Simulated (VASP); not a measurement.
Data:

```
Re
1.0
    1.40760    -2.43804     0.00000
    1.40760     2.43804     0.00000
    0.00000     0.00000     4.54920
Re
2
Direct
  0.36570   0.71955   0.25000
  0.66667   0.33333   0.75000
```

Calculation: PBE GGA, VASP's PBE PAW potentials (set 64) (plane waves; VASP). Numerical set-up: 400 eV cut-off, 11×11×6 Γ-centred mesh, first-order Methfessel-Paxton smearing of 0.10 eV, potentials Re.

**Question.** The ions are relaxed. Give the cell that the relaxation ends in.

**Answer.** 
```
Re
1.0
    1.40760    -2.43804     0.00000
    1.40760     2.43804     0.00000
    0.00000     0.00000     4.54920
Re
2
Cartesian
  1.46760   0.83774   1.13730
  1.46760  -0.78774   3.41190
```
Space group P6_3/mmc (194), at a tolerance of 0.03 Å.

**Question.** How much energy does the relaxation gain?

**Answer.** The energy (σ→0) changes by -16.1 meV/atom, in 7 ionic steps.

```json
[
 {"step": "1", "E(σ→0) (eV)": "-24.7452", "max force (eV/Å)": "0.486", "pressure (GPa)": "-14.43", "volume (Å³)": "31.22"},
 {"step": "2", "E(σ→0) (eV)": "-24.7643", "max force (eV/Å)": "0.319", "pressure (GPa)": "-14.79", "volume (Å³)": "31.22"},
 {"step": "3", "E(σ→0) (eV)": "-24.7769", "max force (eV/Å)": "0.061", "pressure (GPa)": "-15.07", "volume (Å³)": "31.22"},
 {"step": "4", "E(σ→0) (eV)": "-24.7774", "max force (eV/Å)": "0.019", "pressure (GPa)": "-15.09", "volume (Å³)": "31.22"},
 {"step": "5", "E(σ→0) (eV)": "-24.7774", "max force (eV/Å)": "0.021", "pressure (GPa)": "-15.08", "volume (Å³)": "31.22"},
 {"step": "6", "E(σ→0) (eV)": "-24.7774", "max force (eV/Å)": "0.010", "pressure (GPa)": "-15.09", "volume (Å³)": "31.22"},
 {"step": "7", "E(σ→0) (eV)": "-24.7774", "max force (eV/Å)": "0.001", "pressure (GPa)": "-15.09", "volume (Å³)": "31.22"}
]
```

The compound is Re in the hcp structure. In the starting cell atoms are displaced from their ideal sites. This run relaxes the ions in a fixed cell. Symmetry was kept, so distortions that lower it aren't found.
